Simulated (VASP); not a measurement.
Output of a VASP run:

OUTCAR:
```
 ion  position               nearest neighbor table
   1  0.000  0.000  0.000-   2 2.57   2 2.57   2 2.57   2 2.57
   2  0.250  0.250  0.250-   1 2.57   1 2.57   1 2.57   1 2.57
  LATTYP: Found a face centered cubic cell.
 ALAT       =     5.9438961258
 Subroutine PRICEL returns:
 Original cell was already a primitive cell.
 Subroutine GETGRP returns: Found 24 space group operations
The static configuration has the point symmetry T_d .
The dynamic configuration has the point symmetry T_d .
 Subroutine INISYM returns: Found 24 space group operations
 Subroutine IBZKPT returns following result:
 Found     29 irreducible k-points:

 Following reciprocal coordinates:
            Coordinates               Weight
  0.000000  0.000000  0.000000      1.000000
  0.125000  0.000000  0.000000      8.000000
  0.250000  0.000000  0.000000      8.000000
  0.375000  0.000000  0.000000      8.000000
  0.500000  0.000000  0.000000      4.000000
  0.125000  0.125000  0.000000      6.000000
  0.250000  0.125000  0.000000     24.000000
  0.375000  0.125000  0.000000     24.000000
  0.500000  0.125000  0.000000     24.000000
 -0.375000  0.125000  0.000000     24.000000
 -0.250000  0.125000  0.000000     24.000000
 -0.125000  0.125000  0.000000     12.000000
  0.250000  0.250000  0.000000      6.000000
  0.375000  0.250000  0.000000     24.000000
  0.500000  0.250000  0.000000     24.000000
 -0.375000  0.250000  0.000000     24.000000
 -0.250000  0.250000  0.000000     12.000000
  0.375000  0.375000  0.000000      6.000000
  0.500000  0.375000  0.000000     24.000000
 -0.375000  0.375000  0.000000     12.000000
  0.500000  0.500000  0.000000      3.000000
  0.375000  0.250000  0.125000     24.000000
  0.500000  0.250000  0.125000     48.000000
 -0.375000  0.250000  0.125000     24.000000
  0.500000  0.375000  0.125000     24.000000
 -0.375000  0.375000  0.125000     48.000000
 -0.250000  0.375000  0.125000     24.000000
 -0.375000  0.500000  0.125000     12.000000
 -0.250000  0.500000  0.250000      6.000000
   k-points           NKPTS =     29   k-points in BZ     NKDIM =     29   number of bands    NBANDS=     13
   number of dos      NEDOS =    301   number of ions     NIONS =      2
   total plane-waves  NPLWV =  32768
   dimension x,y,z NGX =    32 NGY =   32 NGZ =   32
   dimension x,y,z NGXF=    64 NGYF=   64 NGZF=   64
   ions per type =               1   1
   PREC   = accura    normal or accurate (medium, high low for compatibility)
   ISTART =      0    job   : 0-new  1-cont  2-samecut
   ICHARG =      2    charge: 1-file 2-atom 10-const
   ISPIN  =      1    spin polarized calculation?
   LNONCOLLINEAR =      F non collinear calculations
   LSORBIT =      F    spin-orbit coupling
   INIWAV =      1    electr: 0-lowe 1-rand  2-diag
   ENCUT  =  500.0 eV  36.75 Ry    6.06 a.u.   7.66  7.66  7.66*2*pi/ulx,y,z
   NELM   =    100;   NELMIN=  2; NELMDL= -5     # of ELM steps
   EDIFF  = 0.1E-05   stopping-criterion for ELM
   LREAL  =      F    real-space projection
   NLSPLINE    = F    spline interpolate recip. space projectors
   LMAXMIX     =    4 max onsite mixed and CHGCAR
   VOSKOWN=      0    Vosko Wilk Nusair interpolation
   EDIFFG = -.2E-01   stopping-criterion for IOM
   NSW    =     40    number of steps for IOM
   NBLOCK =      1;   KBLOCK =     40    inner block; outer block
   IBRION =      2    ionic relax: 0-MD 1-quasi-New 2-CG
   NFREE  =      1    steps in history (QN), initial steepest desc. (CG)
   ISIF   =      3    stress and relaxation
   ISYM   =      2    0-nonsym 1-usesym 2-fastsym
   TEIN   =    0.0    initial temperature
   TEBEG  =    0.0;   TEEND  =   0.0 temperature during run
   SMASS  =  -3.00    Nose mass-parameter (am)
   PSTRESS=    0.0 pullay stress
   NELECT =      18.0000    total number of electrons
   EFERMI =   0.00;   METHOD = LEGACY
   ISMEAR =     0;   SIGMA  =   0.05  broadening in eV -4-tet -1-fermi 0-gaus
   IALGO  =     38    algorithm
...
```

### OSZICAR
```
...
DAV:   9    -0.632038001911E+01    0.59712E-02   -0.25506E-02   912   0.500E+00    0.235E-01
DAV:  10    -0.632048597628E+01   -0.10596E-03   -0.99036E-04   904   0.274E-01    0.188E-01
DAV:  11    -0.632037177987E+01    0.11420E-03   -0.68316E-04  1055   0.880E-01    0.393E-02
DAV:  12    -0.632038894570E+01   -0.17166E-04   -0.13229E-04  1183   0.941E-02    0.466E-02
DAV:  13    -0.632038978073E+01   -0.83503E-06   -0.13513E-06   575   0.195E-02
   1 F= -.63203898E+01 E0= -.63203898E+01  d E =-.632039E+01
       N       E                     dE             d eps       ncg     rms          rms(c)
DAV:   1    -0.633450799549E+01   -0.14119E-01   -0.23867E-01   764   0.125E+01    0.938E-01
DAV:   2    -0.632563039955E+01    0.88776E-02   -0.14647E-01   769   0.128E+01    0.391E-01
DAV:   3    -0.632042305055E+01    0.52073E-02   -0.29706E-02   769   0.589E+00    0.168E-01
DAV:   4    -0.631993968112E+01    0.48337E-03   -0.16473E-03   924   0.439E-01    0.574E-02
DAV:   5    -0.631991604725E+01    0.23634E-04   -0.53407E-05  1118   0.174E-01    0.504E-02
DAV:   6    -0.631990165834E+01    0.14389E-04   -0.13894E-05  1156   0.595E-02    0.168E-02
DAV:   7    -0.631989966391E+01    0.19944E-05   -0.41453E-06   829   0.714E-02    0.389E-03
DAV:   8    -0.631989991244E+01   -0.24853E-06   -0.17561E-06   599   0.942E-03
   2 F= -.63198999E+01 E0= -.63198999E+01  d E =0.489868E-03
       N       E                     dE             d eps       ncg     rms          rms(c)
DAV:   1    -0.632483502204E+01   -0.49354E-02   -0.73820E-02   754   0.693E+00    0.532E-01
DAV:   2    -0.632228327792E+01    0.25517E-02   -0.48971E-02   759   0.713E+00    0.234E-01
DAV:   3    -0.632042441335E+01    0.18589E-02   -0.99989E-03   754   0.353E+00    0.891E-02
DAV:   4    -0.632029116778E+01    0.13325E-03   -0.53372E-04   769   0.159E-01    0.363E-02
DAV:   5    -0.632028017274E+01    0.10995E-04   -0.32141E-05   996   0.171E-01    0.295E-02
DAV:   6    -0.632027675243E+01    0.34203E-05   -0.58729E-06  1115   0.264E-02    0.147E-02
DAV:   7    -0.632027523914E+01    0.15133E-05   -0.22554E-06   607   0.560E-02    0.179E-03
DAV:   8    -0.632027527133E+01   -0.32192E-07   -0.83152E-07   417   0.743E-03
   3 F= -.63202753E+01 E0= -.63202753E+01  d E =0.114509E-03
       N       E                     dE             d eps       ncg     rms          rms(c)
DAV:   1    -0.632074190294E+01   -0.46666E-03   -0.66035E-03   754   0.208E+00    0.158E-01
DAV:   2    -0.632051044901E+01    0.23145E-03   -0.42722E-03   764   0.213E+00    0.686E-02
DAV:   3    -0.632035036712E+01    0.16008E-03   -0.87062E-04   764   0.103E+00    0.271E-02
DAV:   4    -0.632033817571E+01    0.12191E-04   -0.46920E-05   789   0.525E-02    0.103E-02
DAV:   5    -0.632033732186E+01    0.85385E-06   -0.19495E-06   654   0.447E-02
   4 F= -.63203373E+01 E0= -.63203373E+01  d E =0.524589E-04
       N       E                     dE             d eps       ncg     rms          rms(c)
DAV:   1    -0.632065964480E+01   -0.32147E-03   -0.46210E-03   754   0.173E+00    0.134E-01
DAV:   2    -0.632049438411E+01    0.16526E-03   -0.30275E-03   764   0.179E+00    0.578E-02
DAV:   3    -0.632038061574E+01    0.11377E-03   -0.62187E-04   759   0.873E-01    0.229E-02
DAV:   4    -0.632037162695E+01    0.89888E-05   -0.33045E-05   789   0.448E-02    0.904E-03
DAV:   5    -0.632037103844E+01    0.58851E-06   -0.12312E-06   507   0.360E-02
   5 F= -.63203710E+01 E0= -.63203710E+01  d E =0.187423E-04
```

### OUTCAR
```
------------------------ aborting loop because EDIFF is reached ----------------------------------------
  FORCE on cell =-STRESS in cart. coord.  units (eV):
  Direction    XX          YY          ZZ          XY          YZ          ZX
  --------------------------------------------------------------------------------------
  Total       -0.0282065     -0.0282065     -0.0282065      0.0000000     -0.0000000     -0.0000000
  in kB       -0.8599434     -0.8599434     -0.8599434      0.0000000     -0.0000000     -0.0000000
  external PRESSURE =      -0.8599434 kB  Pullay stress =       0.0000000 kB
  volume of cell :       52.55
      direct lattice vectors                 reciprocal lattice vectors
     0.000000000  2.972941691  2.972941691    -0.168183588  0.168183588  0.168183588
     2.972941691  0.000000000  2.972941691     0.168183588 -0.168183588  0.168183588
     2.972941691  2.972941691 -0.000000000     0.168183588  0.168183588 -0.168183588
  FREE ENERGIE OF THE ION-ELECTRON SYSTEM (eV)
  ---------------------------------------------------
  free  energy   TOTEN  =        -6.3203710384 eV

  energy  without entropy=       -6.3203710384  energy(sigma->0) =       -6.32037104

 reached required accuracy - stopping structural energy minimisation
```
(Selected blocks of OUTCAR.)

File POSCAR:
```
CuI
1
   -0.0000000000     2.9719480629     2.9719480629
    2.9719480629    -0.0000000000     2.9719480629
    2.9719480629     2.9719480629     0.0000000000
Cu I
1 1
Direct
  0.0000000000   0.0000000000   0.0000000000
  0.2500000000   0.2500000000   0.2500000000
```

**Question.** Write an INCAR and KPOINTS that could have produced this output.

**Answer.** One answer among several that fit: the input of the run itself, PBEsol GGA, plane waves, VASP's PBE PAW potentials (set 64).

### KPOINTS
```
Automatic mesh
0
Gamma
8 8 8
0 0 0
```

INCAR:
```
# general
SYSTEM  = CuI
PREC    = Accurate
ENCUT   = 500
LREAL   = F
LASPH   = T

# electronic loop
EDIFF   = 1E-6
NELM    = 100
ALGO    = Normal
LMAXMIX = 4

# smearing
ISMEAR  = 0
SIGMA   = 0.05

# functional
GGA     = PS

# ions
IBRION  = 2
NSW     = 40
ISIF    = 3
EDIFFG  = -0.02

# output
LWAVE   = F
LCHARG  = F
```

POTCAR, in this order: Cu I (PBE.64 set). Program: vasp_std.

The structure was generated: CuI was put into the zinc blende type (F-43m), which need not be its known phase. This run relaxes it. Symmetry was kept, so distortions that lower it aren't found.
